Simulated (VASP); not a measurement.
Runs of VASP 6.6.1 on InSb. Symmetry: F-43m, No. 216, cubic system. The conventional cell has a = 6.521 Å, b = 6.521 Å, c = 6.521 Å, α = 90.00°, β = 90.00°, γ = 90.00°. In (site symmetry -43m) is surrounded by 4 Sb at 2.82 Å. Sb (site symmetry -43m) has 4 In at 2.82 Å as nearest neighbours. The cell was built by a generator and needn't be a form met in nature.

```tsv
task	level	potentials or basis	cell	cutoff (eV)	gap on the mesh (eV)	pressure (GPa)
relaxation of cell and atoms	PBEsol	VASP PAW PBE potentials, release 64 (In_d, Sb)	relaxed	600	(a)	0.0
band structure	r2SCAN	VASP PAW PBE potentials, release 64 (In_d, Sb)	as given	520	0.12	0.7
band structure	PBEsol	VASP PAW PBE potentials, release 64 (In_d, Sb)	as given	520	-	0.0
band structure	LDA	VASP PAW LDA potentials, release 64 (In_d, Sb)	as given	520	-	-1.3
```

Alike in all rows: no spin polarisation; k mesh 10 × 10 × 10; smearing gaussian 0.03 eV.

Problem. Estimate the missing entries.

Solution. (a) none.

Caveats: the PAW data sets were made with another functional, which shifts forces and pressure a little (some runs); this crystal is a semiconductor, whose small gap the functional closes, so the metal is an error of the method (some runs); spin-orbit coupling is left out, which moves the levels of the heavy elements (some runs); the relaxation stopped at its first step, so nothing moved (some runs).

A k mesh can miss the band edges, and the runs leave out spin-orbit coupling on In, Sb.
